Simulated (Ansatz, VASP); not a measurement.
## RuSe: the functional in 2 programs

The cell as given:

The structure is cubic, space group Pm-3m (No. 221). Conventional cell: a = 3.188 Å, b = 3.188 Å, c = 3.188 Å, α = 90.00°, β = 90.00°, γ = 90.00°. Ru (site symmetry m-3m) has 8 Se at 2.76 Å as nearest neighbours. Around Se (site symmetry m-3m) lie 8 Ru at 2.76 Å.

The cell comes from a database or a generator and needn't be the stable form of this composition.

Kept alike: task relaxation of cell and atoms; k mesh 8 × 8 × 8; occupations fermi-dirac, width 0.05 eV; no spin polarisation. The mesh is that of the run's cell of 2 atoms. No spin-orbit coupling.

- A: Ansatz, Ansatz PAW, made for PBE, cutoff 420 eV
- B: VASP; PBE PAW files Ru_pv, Se, 600 eV (BLYP, PBE, PBEsol, RPBE, revPBE); LDA PAW files Ru_pv, Se, 600 eV (LDA)

```csv
functional,A: volume (Å³/atom),B: volume (Å³/atom)
BLYP,16.452,16.501
LDA,14.437,14.481
PBE,15.312,?
PBEsol,14.700,14.720
RPBE,15.588,15.594
revPBE,15.507,15.517
```

Values on potentials made for another functional: A at BLYP, LDA, PBEsol, RPBE, revPBE; B at BLYP, PBEsol, RPBE, revPBE. Values hold for each row's relaxed cell, which stops near the pressure aimed at (zero). Ansatz's stress holds its Pulay term. For a metal such a mesh leaves the last digits unconverged.

Q: Estimate the value left open.

A: In the median of the other rows B lies +0.020 Å³/atom from the other column, which points to 15.332; the run gave 15.314 Å³/atom, -0.018 from it.
